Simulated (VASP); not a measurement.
Calculation: r2SCAN meta-GGA, VASP's PBE PAW potentials (set 64) (plane waves; VASP).

Input for VASP

File KPOINTS:
```
Automatic mesh
0
Gamma
10 10 10
0 0 0
```

POSCAR:
```
ZnS
5.3825060
  0.0000000000   0.5000000373   0.5000000373
  0.5000000373   0.0000000000   0.5000000373
  0.5000000373   0.5000000373   0.0000000000
Zn S
1 1
Direct
  0.0000000000   0.0000000000   0.0000000000
  0.2500000000   0.2500000000   0.2500000000
```

INCAR:
```
! general
SYSTEM =ZnS
PREC   =Accurate
ENCUT  =400
LREAL  =.FALSE.
LASPH  =.TRUE.   ! aspherical one-centre terms

! electronic loop
EDIFF  =1E-7   ! SCF stop (eV)
NELM   =100
ALGO   =Normal
LMAXMIX=4   ! l cut-off of mixed one-centre charges
LMIXTAU=.TRUE.

! smearing
ISMEAR =-5

! functional
METAGGA=R2SCAN

! ions
ISIF   =2

! output
LWAVE  =.FALSE.
LCHARG =.FALSE.
LORBIT =11   ! lm-projected
NEDOS  =601   ! DOS grid
```

**KPOINTS_OPT**
```
k-points along high-symmetry lines
10
Line-mode
Reciprocal
  0.000000   0.000000   0.000000 ! GAMMA
 -0.500000  -0.500000   0.000000 ! X

 -0.500000  -0.500000   0.000000 ! X
 -0.375000  -0.375000   0.250000 ! U

 -0.375000   0.000000   0.375000 ! K
  0.000000   0.000000   0.000000 ! GAMMA

  0.000000   0.000000   0.000000 ! GAMMA
  0.000000   0.000000   0.500000 ! L

  0.000000   0.000000   0.500000 ! L
 -0.500000  -0.250000   0.250000 ! W

 -0.500000  -0.250000   0.250000 ! W
 -0.500000  -0.500000   0.000000 ! X
```

POTCAR, in this order: Zn S (PBE.64 set). Program: vasp_std.

Output of the run:

**OSZICAR**
```
       N       E                     dE             d eps       ncg     rms          rms(c)
DAV:   1     0.674994299609E+02    0.67499E+02   -0.81557E+03  1222   0.140E+03
DAV:   2    -0.167086037755E+02   -0.84208E+02   -0.81102E+02  1362   0.263E+02
DAV:   3    -0.218716964606E+02   -0.51631E+01   -0.51458E+01  1472   0.690E+01
DAV:   4    -0.219303365945E+02   -0.58640E-01   -0.58624E-01  1432   0.784E+00
DAV:   5    -0.219312027034E+02   -0.86611E-03   -0.86609E-03  1427   0.922E-01    0.749E+00
DAV:   6    -0.188406144698E+02    0.30906E+01   -0.20377E+00  1422   0.486E+01    0.678E+00
DAV:   7    -0.187849510906E+02    0.55663E-01   -0.67479E-01  1297   0.165E+01    0.354E+00
DAV:   8    -0.188395206741E+02   -0.54570E-01   -0.12202E-01  1227   0.504E+00    0.158E+00
DAV:   9    -0.188274106749E+02    0.12110E-01   -0.11838E-01  1222   0.386E+00    0.411E-01
DAV:  10    -0.188537078744E+02   -0.26297E-01   -0.45459E-02  1222   0.233E+00    0.151E-01
DAV:  11    -0.188605477074E+02   -0.68398E-02   -0.30579E-03  1352   0.745E-01    0.593E-02
DAV:  12    -0.188524965243E+02    0.80512E-02   -0.32394E-03  1227   0.804E-01    0.926E-02
DAV:  13    -0.188607598781E+02   -0.82634E-02   -0.19763E-03  1222   0.546E-01    0.172E-02
DAV:  14    -0.188608713802E+02   -0.11150E-03   -0.59204E-05  1347   0.863E-02    0.115E-02
DAV:  15    -0.188608724163E+02   -0.10362E-05   -0.13229E-06  1437   0.130E-02    0.995E-03
DAV:  16    -0.188608741162E+02   -0.16999E-05   -0.14554E-06  1267   0.275E-02    0.616E-03
DAV:  17    -0.188608782047E+02   -0.40885E-05   -0.20393E-06  1242   0.273E-02    0.392E-03
DAV:  18    -0.188608777408E+02    0.46387E-06   -0.27542E-07  1125   0.103E-02    0.258E-03
DAV:  19    -0.188608778382E+02   -0.97426E-07   -0.16798E-08   681   0.166E-03
   1 F= -.18860878E+02 E0= -.18860878E+02  d E =0.000000E+00
       N       E                     dE             ncg
       N       E                     dE             ncg
```

### OUTCAR
```
------------------------ aborting loop because EDIFF is reached ----------------------------------------
  FORCE on cell =-STRESS in cart. coord.  units (eV):
  Direction    XX          YY          ZZ          XY          YZ          ZX
  --------------------------------------------------------------------------------------
  Total       -0.0055441     -0.0055441     -0.0055441      0.0000000     -0.0000000     -0.0000000
  in kB       -0.2278496     -0.2278496     -0.2278496      0.0000000     -0.0000000     -0.0000000
  external PRESSURE =      -0.2278496 kB  Pullay stress =       0.0000000 kB
  volume of cell :       38.98
      direct lattice vectors                 reciprocal lattice vectors
     0.000000000  2.691253201  2.691253201    -0.185787053  0.185787053  0.185787053
     2.691253201  0.000000000  2.691253201     0.185787053 -0.185787053  0.185787053
     2.691253201  2.691253201  0.000000000     0.185787053  0.185787053 -0.185787053
  FREE ENERGIE OF THE ION-ELECTRON SYSTEM (eV)
  ---------------------------------------------------
  free  energy   TOTEN  =       -18.8608778382 eV

  energy  without entropy=      -18.8608778382  energy(sigma->0) =      -18.86087784

 total charge

# of ion       s       p       d       tot
------------------------------------------
    1        0.504   0.485   9.818  10.806
    2        1.302   2.470   0.000   3.772
--------------------------------------------------
tot          1.806   2.954   9.818  14.578
```
(Selected blocks of OUTCAR.)

The compound is ZnS in the zinc blende structure. It was relaxed first.
